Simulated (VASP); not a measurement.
Here is a VASP 6.6.1 calculation.

Contents of INCAR:

```
SYSTEM = TiN
PREC = Accurate
ENCUT = 520
EDIFF = 1E-7
ISMEAR = 0
SIGMA = 0.02
LREAL = .FALSE.
LASPH = .TRUE.
NELM = 60
ALGO = Fast
ISIF = 3
LWAVE = .FALSE.
LCHARG = .FALSE.
GGA = PS
IBRION = 2
NSW = 80
EDIFFG = -0.002
KPAR = 4
```

Contents of KPOINTS:

```
Automatic mesh
0
G
  12 12 12
  0 0 0
```

File POSCAR:

```
TiN
1.0
    0.0000000000      2.1190000000      2.1190000000
    2.1190000000      0.0000000000      2.1190000000
    2.1190000000      2.1190000000      0.0000000000
Ti N
1 1
Direct
    0.0000000000      0.0000000000      0.0000000000
    0.5000000000      0.5000000000      0.5000000000
```

Potentials or basis: VASP PAW PBE potentials, release 64 (Ti_sv, N).

Launch:

```bash
$ cat potpaw_PBE.64/Ti_sv/POTCAR potpaw_PBE.64/N/POTCAR > POTCAR
$ mpirun -np 4 vasp_std > vasp.out
```

Task: What does it give for the relaxed cell?

Result: a = 2.974 Å, b = 2.974 Å, c = 2.974 Å, α = 60.00°, β = 60.00°, γ = 60.00°.

Task: Predict the relaxed volume.

Result: 9.30 Å³/atom.

Task: Estimate the space group after relaxing (to 0.05 Å).

Result: Fm-3m (No. 225).

The path:
| step | energy change (eV) | largest force (eV/Å) | pressure (GPa) | volume (Å³) |
| --- | --- | --- | --- | --- |
| 1 | 0.0000 | 0.0000 | -6.45 | 19.03 |
| 2 | 0.0118 | 0.0000 | 10.71 | 17.99 |
| 3 | -0.0089 | 0.0000 | -0.20 | 18.62 |
| 4 | -0.0089 | 0.0000 | -0.02 | 18.60 |

Caveat: the PAW data sets were made with another functional, which shifts forces and pressure a little.
